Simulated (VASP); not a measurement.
Input:

```
LiBr
1.0
    0.00000     2.74833     2.74833
    2.74833     0.00000     2.74833
    2.74833     2.74833     0.00000
Li Br
1 1
Direct
  0.00000   0.00000   0.00000
  0.50000   0.50000   0.50000
```

Method: PBE GGA, VASP's PBE PAW potentials (set 64) (plane waves; VASP 6.6.1). Settings: 450 eV cut-off, 8×8×8 Γ-centred mesh, Gaussian smearing of 0.050 eV, potentials Li_sv Br.

What does the run give for the energy per atom (σ→0), band gap (on the k-mesh) with the smallest direct gap where there is one?

| Quantity | Value |
|---|---|
| band gap (on the k-mesh) | 4.98 eV |
| smallest direct gap (on the k-mesh) | 4.98 eV |
| energy per atom (σ→0) | -3.327 eV/atom |

The absolute energy has meaning only against runs of the same code, potentials and settings.

The compound is LiBr in the rock salt structure. It was relaxed first.
